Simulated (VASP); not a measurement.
OSZICAR of a VASP run on Ni3Fe (L1_2):

### OSZICAR
```
       N       E                     dE             d eps       ncg     rms          rms(c)
DAV:   1     0.238406229789E+03    0.23841E+03   -0.16925E+04  3580   0.209E+03
DAV:   2    -0.183547911760E+02   -0.25676E+03   -0.24822E+03  3557   0.371E+02
DAV:   3    -0.323111844876E+02   -0.13956E+02   -0.13243E+02  3608   0.120E+02
DAV:   4    -0.325267737027E+02   -0.21559E+00   -0.21315E+00  3715   0.154E+01
DAV:   5    -0.325326836056E+02   -0.59099E-02   -0.59085E-02  4933   0.211E+00    0.229E+01
DAV:   6    -0.287345021791E+02    0.37982E+01   -0.45033E+01  3585   0.102E+02    0.151E+01
DAV:   7    -0.300832312884E+02   -0.13487E+01   -0.12948E+01  4008   0.926E+01    0.218E+01
DAV:   8    -0.276439325447E+02    0.24393E+01   -0.10169E+01  4006   0.536E+01    0.446E+00
DAV:   9    -0.276719567575E+02   -0.28024E-01   -0.50828E-01  3996   0.982E+00    0.302E+00
DAV:  10    -0.276423024018E+02    0.29654E-01   -0.75309E-02  4155   0.733E+00    0.135E+00
DAV:  11    -0.276384673988E+02    0.38350E-02   -0.19742E-02  5297   0.175E+00    0.733E-01
DAV:  12    -0.276387905165E+02   -0.32312E-03   -0.24615E-03  4363   0.933E-01    0.258E-01
DAV:  13    -0.276388195102E+02   -0.28994E-04   -0.47423E-04  4780   0.310E-01    0.738E-02
DAV:  14    -0.276388168702E+02    0.26400E-05   -0.11164E-04  4681   0.207E-01    0.281E-02
DAV:  15    -0.276388156539E+02    0.12163E-05   -0.15419E-05  4692   0.493E-02    0.140E-02
DAV:  16    -0.276388158070E+02   -0.15307E-06   -0.14990E-06  1861   0.306E-02
   1 F= -.26316678E+02 E0= -.26316757E+02  d E =-.263167E+02  mag=     4.5114
       N       E                     dE             d eps       ncg     rms          rms(c)
DAV:   1    -0.290870835271E+02   -0.14483E+01   -0.18394E+01  3514   0.602E+01    0.130E+01
DAV:   2    -0.348395245861E+02   -0.57524E+01   -0.32681E+01  4164   0.143E+02    0.311E+01
DAV:   3    -0.276918974370E+02    0.71476E+01   -0.39032E+01  4015   0.734E+01    0.653E+00
DAV:   4    -0.275071175876E+02    0.18478E+00   -0.16465E+00  4015   0.231E+01    0.415E+00
DAV:   5    -0.275588252984E+02   -0.51708E-01   -0.19791E-01  3635   0.716E+00    0.271E+00
DAV:   6    -0.275723773928E+02   -0.13552E-01   -0.44259E-02  5658   0.490E+00    0.149E+00
DAV:   7    -0.275694856205E+02    0.28918E-02   -0.25536E-02  5136   0.340E+00    0.409E-01
DAV:   8    -0.275686182714E+02    0.86735E-03   -0.69024E-03  4773   0.151E+00    0.326E-01
DAV:   9    -0.275682551202E+02    0.36315E-03   -0.24177E-03  4081   0.127E+00    0.110E-01
DAV:  10    -0.275683801789E+02   -0.12506E-03   -0.26866E-04  4765   0.211E-01    0.106E-01
DAV:  11    -0.275683657309E+02    0.14448E-04   -0.69519E-05  4665   0.219E-01    0.196E-02
DAV:  12    -0.275683649836E+02    0.74731E-06   -0.24709E-05  4650   0.876E-02    0.104E-02
DAV:  13    -0.275683646463E+02    0.33730E-06   -0.24626E-06  2483   0.235E-02
   2 F= -.26307938E+02 E0= -.26308463E+02  d E =0.874023E-02  mag=     4.4652
       N       E                     dE             d eps       ncg     rms          rms(c)
DAV:   1    -0.280852725478E+02   -0.51691E+00   -0.56239E+00  3508   0.351E+01    0.687E+00
DAV:   2    -0.302762790930E+02   -0.21910E+01   -0.15481E+01  4006   0.748E+01    0.266E+01
DAV:   3    -0.276666818096E+02    0.26096E+01   -0.52382E+00  4329   0.672E+01    0.398E+00
DAV:   4    -0.276435425480E+02    0.23139E-01   -0.47634E-01  3797   0.871E+00    0.189E+00
DAV:   5    -0.276311403937E+02    0.12402E-01   -0.29869E-02  4871   0.246E+00    0.963E-01
DAV:   6    -0.276256149745E+02    0.55254E-02   -0.16618E-02  5223   0.235E+00    0.314E-01
DAV:   7    -0.276253383521E+02    0.27662E-03   -0.30560E-03  3858   0.930E-01    0.124E-01
DAV:   8    -0.276253590716E+02   -0.20719E-04   -0.33139E-04  5024   0.256E-01    0.588E-02
DAV:   9    -0.276253664457E+02   -0.73740E-05   -0.46293E-05  3793   0.138E-01    0.266E-02
DAV:  10    -0.276253721415E+02   -0.56958E-05   -0.14918E-05  4068   0.690E-02    0.119E-02
DAV:  11    -0.276253726862E+02   -0.54474E-06   -0.57116E-06  3424   0.469E-02
   3 F= -.26331014E+02 E0= -.26331435E+02  d E =-.143366E-01  mag=     4.4802
```

### Question
Which electronic solver shows in the log?

### Answer
It is blocked Davidson (ALGO = Normal, or the opening steps of other solvers). The INCAR had ALGO = Normal.

### Question
How was spin treated?

### Answer
Collinear spin (ISPIN = 2): the summary line carries one mag value, 4.48 μB in the cell.

### Question
Can the final energy be trusted as converged?

### Answer
Self-consistency was reached. It stopped with EDIFF = 1E-6, NELM = 100, NSW = 40 and EDIFFG = -0.02 after 3 ionic steps (PBEsol GGA, plane waves, VASP's PBE PAW potentials (set 64)). Energy and stress use the plane-wave basis of the starting cell.

The compound is Ni3Fe in the L1_2 structure. This run relaxes it under an external pressure of 5 GPa. Symmetry was kept, so distortions that lower it aren't found.
